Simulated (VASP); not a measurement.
# EuBe2 (Fm-3m) in VASP: single point with PBE

Aim: the single point of EuBe2 with PBE.

Everything below comes from runs of VASP 6.6.1. Logs are shortened: lines on timing, memory, paths and dates and some standing lists are left out, and cuts for length are marked.

## Step 1: The cell of the first run

The structure is cubic, space group Fm-3m (No. 225). Conventional cell: a = 6.481 Å, b = 6.481 Å, c = 6.481 Å, α = 90.00°, β = 90.00°, γ = 90.00°. Around Eu (site symmetry m-3m) lie 8 Be at 2.81 Å. Around Be (site symmetry -43m) lie 4 Eu at 2.81 Å.

The cell was built by a generator and needn't be a form met in nature.

## Step 2: Single point, PBE, collinear spin, typed start (species swapped into the CeO2 type (Fm-3m, No. 225))

The input, INCAR:

```
SYSTEM = EuBe2
PREC = Accurate ; ENCUT = 520
EDIFF = 1E-6 ; ISMEAR = 0
SIGMA = 0.1 ; LREAL = .FALSE.
LASPH = .TRUE. ; NELM = 150
ALGO = Fast ; ISIF = 2
LWAVE = .FALSE. ; LCHARG = .FALSE.
ISPIN = 2 ; MAGMOM = 7.26 0.15 0.15
LORBIT = 11 ; LMAXMIX = 6
GGA = PE ; NBANDS = 22
```

The input, KPOINTS:

```
Automatic mesh
0
G
  12 12 12
  0 0 0
```

The input, POSCAR:

```
EuBe2
1.0
    0.0000000000      3.2403018161      3.2403018161
    3.2403018161      0.0000000000      3.2403018161
    3.2403018161      3.2403018161      0.0000000000
Eu Be
1 2
Direct
    0.0000000000      0.0000000000      0.0000000000
    0.2500000000      0.2500000000      0.2500000000
    0.7500000000      0.7500000000      0.7500000000
```

Potentials or basis: VASP PAW PBE potentials, release 64 (Eu, Be).

Run with:

```console
$ cat potpaw_PBE.64/Eu/POTCAR potpaw_PBE.64/Be/POTCAR > POTCAR
$ mpirun -np 1 vasp_std > vasp.out
```

OUTCAR:

```text
SYSTEM = EuBe2
   PREC = Accurate
   ENCUT = 520
   EDIFF = 1E-6
   ISMEAR = 0
   LREAL = .FALSE.
   LASPH = .TRUE.
   NELM = 150
   ISIF = 2
   ISPIN = 2
   LORBIT = 11
   GGA = PE

 ion  position               nearest neighbor table
   1  0.000  0.000  0.000-   3 2.81   3 2.81   3 2.81   2 2.81   3 2.81   2 2.81   2 2.81   2 2.81

   2  0.250  0.250  0.250-   1 2.81   1 2.81   1 2.81   1 2.81
   3  0.750  0.750  0.750-   1 2.81   1 2.81   1 2.81   1 2.81

  LATTYP: Found a face centered cubic cell.
 ALAT       =     6.4806036322

  Lattice vectors:

 A1 = (   0.0000000000,   3.2403018161,   3.2403018161)
 A2 = (   3.2403018161,   0.0000000000,   3.2403018161)
 A3 = (   3.2403018161,   3.2403018161,   0.0000000000)

Analysis of symmetry for initial positions (statically):
=====================================================================
 Subroutine PRICEL returns:
 Original cell was already a primitive cell.

 Routine SETGRP: Setting up the symmetry group for a
 face centered cubic supercell.

 Subroutine GETGRP returns: Found 48 space group operations
 (whereof 48 operations were pure point group operations)
 out of a pool of 48 trial point group operations.

The static configuration has the point symmetry O_h .

Analysis of symmetry for dynamics (positions and initial velocities):
=====================================================================
 Subroutine PRICEL returns:
 Original cell was already a primitive cell.

 Routine SETGRP: Setting up the symmetry group for a
 face centered cubic supercell.

 Subroutine GETGRP returns: Found 48 space group operations
 (whereof 48 operations were pure point group operations)
 out of a pool of 48 trial point group operations.

The dynamic configuration has the point symmetry O_h .

Analysis of structural, dynamic, and magnetic symmetry:
=====================================================================
 Subroutine PRICEL returns:
 Original cell was already a primitive cell.

 Routine SETGRP: Setting up the symmetry group for a
 face centered cubic supercell.

 Subroutine GETGRP returns: Found 48 space group operations
 (whereof 48 operations were pure point group operations)
 out of a pool of 48 trial point group operations.

The overall configuration has the point symmetry O_h .

 Subroutine INISYM returns: Found 48 space group operations
 (whereof 48 operations are pure point group operations),
 and found     1 'primitive' translations

----------------------------------------------------------------------------------------

                                     Primitive cell

  volume of cell :      68.0435

  direct lattice vectors                    reciprocal lattice vectors
     0.000000000  3.240301816  3.240301816    -0.154306614  0.154306614  0.154306614
     3.240301816  0.000000000  3.240301816     0.154306614 -0.154306614  0.154306614
     3.240301816  3.240301816  0.000000000     0.154306614  0.154306614 -0.154306614

  length of vectors
     4.582478775  4.582478775  4.582478775     0.267266895  0.267266895  0.267266895

  position of ions in fractional coordinates (direct lattice)
     0.000000000  0.000000000  0.000000000
     0.250000000  0.250000000  0.250000000
     0.750000000  0.750000000  0.750000000

  ion indices of the primitive-cell ions
   primitive index   ion index
                 1           1
                 2           2
                 3           3

----------------------------------------------------------------------------------------

 KPOINTS: Automatic mesh

Automatic generation of k-mesh.
 Grid dimensions read from file:
 generate k-points for:   12   12   12

 Generating k-lattice:

  Cartesian coordinates                     Fractional coordinates (reciprocal lattice)
    -0.012858884  0.012858884  0.012858884     0.083333333  0.000000000  0.000000000
     0.012858884 -0.012858884  0.012858884     0.000000000  0.083333333  0.000000000
     0.012858884  0.012858884 -0.012858884     0.000000000  0.000000000  0.083333333

  Length of vectors
     0.022272241  0.022272241  0.022272241

  Shift w.r.t. Gamma in fractional coordinates (k-lattice)
     0.000000000  0.000000000  0.000000000

 Subroutine IBZKPT returns following result:
 ===========================================

 Found     72 irreducible k-points:

 Following reciprocal coordinates:
            Coordinates               Weight
  0.000000  0.000000  0.000000      1.000000
  0.083333  0.000000  0.000000      8.000000
  0.166667  0.000000  0.000000      8.000000
  0.250000  0.000000  0.000000      8.000000
  0.333333  0.000000  0.000000      8.000000
  0.416667  0.000000  0.000000      8.000000
[... 16 lines left out ...]
  0.500000  0.166667  0.000000     24.000000
 -0.416667  0.166667  0.000000     24.000000
 [... further k-points ...]
   k-points           NKPTS =     72   k-points in BZ     NKDIM =     72   number of bands    NBANDS=     22
   number of dos      NEDOS =    301   number of ions     NIONS =      3
   total plane-waves  NPLWV =  46656
   dimension x,y,z NGX =    36 NGY =   36 NGZ =   36
   dimension x,y,z NGXF=    72 NGYF=   72 NGZF=   72
   ions per type =               1   2
   NGX,Y,Z   is equivalent  to a cutoff of  13.06, 13.06, 13.06 a.u.
   NGXF,Y,Z  is equivalent  to a cutoff of  26.12, 26.12, 26.12 a.u.
 SYSTEM =  EuBe2
   PREC   = accura    normal or accurate (medium, high low for compatibility)
   ISTART =      0    job   : 0-new  1-cont  2-samecut
   ICHARG =      2    charge: 1-file 2-atom 10-const
   ISPIN  =      2    spin polarized calculation?
   LNONCOLLINEAR =      F non collinear calculations
   LSORBIT =      F    spin-orbit coupling
   LASPH  =      T    aspherical Exc in radial PAW
   ENCUT  =  520.0 eV  38.22 Ry    6.18 a.u.   8.52  8.52  8.52*2*pi/ulx,y,z
   NELM   =    150;   NELMIN=  2; NELMDL= -5     # of ELM steps
   EDIFF  = 0.1E-05   stopping-criterion for ELM
   LREAL  =      F    real-space projection
   EDIFFG = 0.1E-04   stopping-criterion for IOM
   NSW    =      0    number of steps for IOM
   IBRION =     -1    ionic relax: 0-MD 1-quasi-New 2-CG
   NFREE  =      0    steps in history (QN), initial steepest desc. (CG)
   ISIF   =      2    stress and relaxation
   ISYM   =      2    0-nonsym 1-usesym 2-fastsym
   POTIM  = 0.5000    time-step for ionic-motion
   TEBEG  =    0.0;   TEEND  =   0.0 temperature during run
   PSTRESS=    0.0 pullay stress
   NELECT =      21.0000    total number of electrons
   NUPDOWN=      -1.0000    fix difference up-down
   EMIN   =  10.00;   EMAX   =-10.00  energy-range for DOS
   EFERMI =   0.00;   METHOD = LEGACY
   ISMEAR =     0;   SIGMA  =   0.10  broadening in eV -4-tet -1-fermi 0-gaus
   EFERMI_NEDOS =   21; number of points for ismear=-14 and -15
   IALGO  =     68    algorithm
   IMIX   =      4    mixing-type and parameters
     AMIX     =   0.40;   BMIX     =  1.00
     AMIX_MAG =   1.60;   BMIX_MAG =  1.00
  volume/ion in A,a.u.               =      22.68       153.06
  Fermi-wavevector in a.u.,A,eV,Ry     =   1.106333  2.090666 16.653155  1.223972
  Thomas-Fermi vector in A             =   2.242832
   LORBIT       =     11    0 simple, 1 ext, 2 COOP (PROOUT), +10 PAW based schemes
   GGA     = PE    functional components
   LHFCALC =     F    Hartree Fock is set to
   AEXX    =    0.0000 exact exchange contribution
   IVDW    =     0    specifies the selected vdW correction
   LEPSILON=     F    determine dielectric tensor
   LRPA    =     F    only Hartree local field effects (RPA)
 spin polarized calculation
 RMM-DIIS sequential band-by-band and
 Gauss-broadening in eV      SIGMA  =   0.10
  energy-cutoff  :      520.00
  volume of cell :       68.04
 maximum number of plane-waves:      1853
 NGX is ok and might be reduce to    36
   NGX = 17   NGY = 17   NGZ = 17

 number of electron      21.0000002 magnetization       7.3869697

 Free energy of the ion-electron system (eV)
  ---------------------------------------------------
  ext. energy  EPLUGINS =         0.00000000
  ---------------------------------------------------
  free energy    TOTEN  =       -15.41821107 eV

  energy without entropy =      -15.40260474  energy(sigma->0) =      -15.41040791

 E-fermi :   1.6120     XC(G=0):  -8.8954

 val. band max:        1.6109887107   @ k =   0.3333   0.1667   0.0833
 cond. band min:       1.6131970489   @ k =  -0.4167   0.0833   0.0000
 fundamental gap:      0.0022083383
 Fermi energy:         1.6119517048

 spin component 1

 k-point     1 :       0.0000    0.0000    0.0000
  band No.  band energies     occupation
      1     -39.3667      1.00000
      2     -18.0615      1.00000
      3     -18.0615      1.00000
      4     -18.0615      1.00000
      5      -3.9673      1.00000
      6       0.8087      1.00000
[... 14 lines left out ...]
     21       6.7973      0.00000
     22      10.0642      0.00000

 k-point     2 :       0.0833    0.0000    0.0000
  band No.  band energies     occupation
      1     -39.3664      1.00000
      2     -18.0696      1.00000
      3     -18.0629      1.00000
      4     -18.0628      1.00000
      5      -3.8819      1.00000
      6       0.6072      1.00000
[... 14 lines left out ...]
     21       7.0307      0.00000
     22       9.2776      0.00000

 k-point     3 :       0.1667    0.0000    0.0000
  band No.  band energies     occupation
      1     -39.3657      1.00000
      2     -18.0916      1.00000
      3     -18.0664      1.00000
      4     -18.0664      1.00000
      5      -3.6341      1.00000
      6       0.2821      1.00000
[... 14 lines left out ...]
     21       7.3805      0.00000
     22       8.0849      0.00000
[... 476 lines left out ...]
 k-point    23 :       0.5000    0.1667    0.0000
  band No.  band energies     occupation
      1     -39.3627      1.00000
      2     -18.1687      1.00000
      3     -18.0982      1.00000
      4     -18.0881      1.00000
      5      -1.9164      1.00000
      6      -0.7093      1.00000
[... 14 lines left out ...]
     21       6.4937      0.00000
     22       9.8451      0.00000

 k-point    24 :      -0.4167    0.1667    0.0000
  band No.  band energies     occupation
      1     -39.3626      1.00000
      2     -18.1697      1.00000
      3     -18.1021      1.00000
      4     -18.0857      1.00000
      5      -1.8409      1.00000
      6      -0.7473      1.00000
[... 14 lines left out ...]
     21       6.3093      0.00000
     22       9.8629      0.00000

 [... further k-points ...]

 spin component 2

 k-point     1 :       0.0000    0.0000    0.0000
  band No.  band energies     occupation
      1     -36.3277      1.00000
      2     -15.8458      1.00000
      3     -15.8458      1.00000
      4     -15.8458      1.00000
      5      -3.5004      1.00000
      6       1.4038      0.99838
[... 14 lines left out ...]
     21       8.3718      0.00000
     22      10.7578      0.00000

 k-point     2 :       0.0833    0.0000    0.0000
  band No.  band energies     occupation
      1     -36.3273      1.00000
      2     -15.8572      1.00000
      3     -15.8476      1.00000
      4     -15.8476      1.00000
      5      -3.4119      1.00000
      6       1.2406      1.00000
[... 14 lines left out ...]
     21       8.6510      0.00000
     22      10.0409      0.00000

 k-point     3 :       0.1667    0.0000    0.0000
  band No.  band energies     occupation
      1     -36.3264      1.00000
      2     -15.8878      1.00000
      3     -15.8525      1.00000
      4     -15.8525      1.00000
      5      -3.1561      1.00000
      6       0.8836      1.00000
[... 14 lines left out ...]
     21       8.4726      0.00000
     22       8.8700      0.00000
[... 476 lines left out ...]
 k-point    23 :       0.5000    0.1667    0.0000
  band No.  band energies     occupation
      1     -36.3220      1.00000
      2     -15.9940      1.00000
      3     -15.8961      1.00000
      4     -15.8820      1.00000
      5      -1.4064      1.00000
      6      -0.1875      1.00000
[... 14 lines left out ...]
     21       7.5902      0.00000
     22      10.6283      0.00000

 k-point    24 :      -0.4167    0.1667    0.0000
  band No.  band energies     occupation
      1     -36.3219      1.00000
      2     -15.9955      1.00000
      3     -15.9015      1.00000
      4     -15.8786      1.00000
      5      -1.3299      1.00000
      6      -0.2257      1.00000
[... 14 lines left out ...]
     21       7.4891      0.00000
     22      10.8230      0.00000

 [... further k-points ...]

------------------------ aborting loop because EDIFF is reached ----------------------------------------

  FORCE on cell =-STRESS in cart. coord.  units (eV):
  Direction    XX          YY          ZZ          XY          YZ          ZX
  --------------------------------------------------------------------------------------
  -------------------------------------------------------------------------------------
  Total       -0.0336200     -0.0336200     -0.0336200      0.0000000      0.0000000      0.0000000
  in kB       -0.7916294     -0.7916294     -0.7916294      0.0000000      0.0000000      0.0000000
  external PRESSURE =      -0.7916294 kB  Pullay stress =       0.0000000 kB

 VOLUME and BASIS-vectors are now :
 -----------------------------------------------------------------------------
  energy-cutoff  :      520.00
  volume of cell :       68.04
      direct lattice vectors                 reciprocal lattice vectors
     0.000000000  3.240301816  3.240301816    -0.154306614  0.154306614  0.154306614
     3.240301816  0.000000000  3.240301816     0.154306614 -0.154306614  0.154306614
     3.240301816  3.240301816  0.000000000     0.154306614  0.154306614 -0.154306614

 POSITION                                       TOTAL-FORCE (eV/Angst)
 -----------------------------------------------------------------------------------
      0.00000      0.00000      0.00000         0.000000     -0.000000     -0.000000
      1.62015      1.62015      1.62015        -0.000000     -0.000000     -0.000000
      4.86045      4.86045      4.86045         0.000000      0.000000      0.000000
 -----------------------------------------------------------------------------------
    total drift:                               -0.000000      0.000000      0.000000

  FREE ENERGIE OF THE ION-ELECTRON SYSTEM (eV)
  ---------------------------------------------------
  free  energy   TOTEN  =       -15.4182110740 eV

  energy  without entropy=      -15.4026047408  energy(sigma->0) =      -15.41040791

 total charge

# of ion       s       p       d       f       tot
--------------------------------------------------
    1        2.055   5.712   0.543   6.468  14.778
    2        0.523   0.315   0.000   0.000   0.838
    3        0.523   0.315   0.000   0.000   0.838
--------------------------------------------------
tot          3.102   6.342   0.543   6.468  16.454

 magnetization (x)

# of ion       s       p       d       f       tot
--------------------------------------------------
    1       -0.007  -0.097   0.174   6.456   6.526
    2       -0.003   0.086   0.000   0.000   0.083
    3       -0.003   0.086   0.000   0.000   0.083
--------------------------------------------------
tot         -0.014   0.074   0.174   6.456   6.691
```

It took 6.1 min on 1 thread of Intel Xeon Platinum 8488C (Sapphire Rapids), shared host; peak memory 0.38 GiB.

Results:

- Free energy: -15.4182 eV
- Pressure: -0.1 GPa
- Band gap on the k mesh: none (metal or under the smearing width)
- Net moment: 7.39 μB per cell
- Site moments: Eu +6.53; Be +0.08 μB
- Valence electrons inside the program's atomic spheres: Eu 14.78; Be 0.84

Levels at points of the mesh, in eV from the Fermi level:
Spin up:
```csv
k point,band 10,band 11,band 12,band 13,band 14,band 15,band 16,band 17,band 18,band 19
"(0.00, 0.00, 0.00)",-0.43,-0.43,-0.43,-0.27,-0.27,-0.27,2.82,3.04,3.04,5.19
"(0.50, 0.00, 0.00)",-0.39,-0.33,-0.33,-0.27,-0.16,-0.16,2.27,3.03,3.04,3.76
"(0.50, 0.50, 0.00)",-0.46,-0.35,-0.35,-0.34,-0.27,1.00,1.00,2.68,2.68,3.23
```
Spin down:
| k point | band 4 | band 5 | band 6 | band 7 | band 8 | band 9 | band 10 | band 11 |
| --- | --- | --- | --- | --- | --- | --- | --- | --- |
| (0.00, 0.00, 0.00) | -17.46 | -5.11 | -0.21 | -0.21 | -0.21 | 2.04 | 3.77 | 3.77 |
| (0.50, 0.00, 0.00) | -17.48 | -3.25 | -1.92 | 0.43 | 0.43 | 2.86 | 2.86 | 2.98 |
| (0.50, 0.50, 0.00) | -17.52 | -1.87 | -1.64 | -1.61 | 1.13 | 1.13 | 3.51 | 3.51 |

Caveat: spin-orbit coupling is left out, which moves the levels of the heavy elements; without U or exact exchange the open f shell lies at the Fermi level, which spoils levels, moments and volumes. The state reached can hang on the start; a lower one may exist.
